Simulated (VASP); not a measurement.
Given:

```xyz
2
Lattice="0.0000 2.3970 2.3970 2.3970 0.0000 2.3970 2.3970 2.3970 0.0000" Properties=species:S:1:pos:R:3 pbc="T T T"
Cd     0.0000     0.0000     0.0000
O      2.3970     2.3970     2.3970
```
Cell charge +0.1.

Level of theory: PBE GGA, VASP's PBE PAW potentials (set 64) (plane waves; VASP). Numerical set-up: NELECT = 17.9, 520 eV cut-off, 9×9×9 Γ-centred mesh, Gaussian smearing of 0.050 eV, potentials Cd O.

The cell is charged, with a uniform compensating background.

**Question.** What does the run give for the energy per atom (σ→0), pressure, band gap (on the k-mesh) with the smallest direct gap where there is one?

**Answer.** 
```json
{
  "band gap (on the k-mesh)": "none (metal, semimetal or under 0.01 eV)",
  "energy per atom (σ→0)": "-3.934 eV/atom",
  "pressure": "-5.84 GPa"
}
```

Total energies compare only between runs with the same potentials, cut-off and functional.

The compound is CdO in the rock salt structure. The cell was not relaxed at this level. The run is one of a series of settings (NELECT = 17.9 against the base run), some of them coarse on purpose.
